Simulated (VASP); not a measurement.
Runs of VASP 6.6.1 on Mg2C. Symmetry: Fm-3m, No. 225, cubic system. Conventional cell: a = 5.422 Å, b = 5.422 Å, c = 5.422 Å, α = 90.00°, β = 90.00°, γ = 90.00°. C (site symmetry m-3m) has 8 Mg at 2.35 Å as nearest neighbours. Around Mg (site symmetry -43m) lie 4 C at 2.35 Å. The cell was built by a generator and needn't be a form met in nature.

```tsv
task	cell	k mesh	cutoff (eV)	smearing	gap on the mesh (eV)	pressure (GPa)
dielectric tensor	Fm-3m, 13.28 Å³/atom	6 × 6 × 6	520	gaussian 0.01 eV	0.73	-
single point	Fm-3m, 13.56 Å³/atom	8 × 8 × 8	520	fermi-dirac 0.02 eV	0.73	(a)
relaxation of cell and atoms	relaxed	8 × 8 × 8	600	fermi-dirac 0.02 eV	0.73	0.0
single point	Fm-3m, 13.28 Å³/atom	8 × 8 × 8	520	fermi-dirac 0.02 eV	0.74	1.8
```

Alike in all rows: level PBE; potentials or basis VASP PAW PBE potentials, release 64 (C, Mg); no spin polarisation.

Fill in the values left out.

(a) -0.2.

Caveats: the volume moved by over 15 % at a fixed basis, so the end points are rough (some runs).

A k mesh can miss the band edges.
